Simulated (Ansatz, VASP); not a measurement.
One calculation of AlB2N3, two programs

```
Al B N
1.0
     3.07883    0.00000    0.00000
    -1.53942    2.66635    0.00000
     0.00000    0.00000    7.54157
Al B N
1 2 3
Cartesian
  0.0000 0.0000 0.0000
  0.0000 1.7776 5.0277
  1.5394 0.8888 2.5139
  1.5394 0.8888 6.2846
  0.0000 1.7776 1.2569
  0.0000 0.0000 3.7708
```

Alike in both runs: task single point; functional PBE; k mesh 6 × 6 × 2; occupations gaussian, width 0.1 eV; collinear spin.

|  | VASP | Ansatz |
| --- | --- | --- |
| version | VASP 6.6.1 | Ansatz 0.2.0 |
| potentials or method | VASP PAW PBE potentials, release 64 (Al, B, N) | scalar-relativistic, plane waves, PAW |
| plane-wave cutoff (eV) | 520 | 420 |
| valence electrons in the cell | 24 | 24 |

Ansatz gave:

```
gap on the k mesh at the Fermi level (eV) : none
rms of the force components (eV/Å)        : 0.319
net moment per atom (μB)                  : 0.00
```

What did VASP give for the same quantities?

gap on the k mesh at the Fermi level (eV): none; rms of the force components (eV/Å): 0.318; net moment per atom (μB): 0.00.

Atom by atom the forces differ by 0.001 eV/Å (rms over components). A gap of «none» marks a metal or a gap that the smearing closes. Ansatz warned: «seeded_moment_not_kept».

Caveats: the k mesh is coarse (spacing up to 0.42 Å⁻¹), so the values aren't converged.
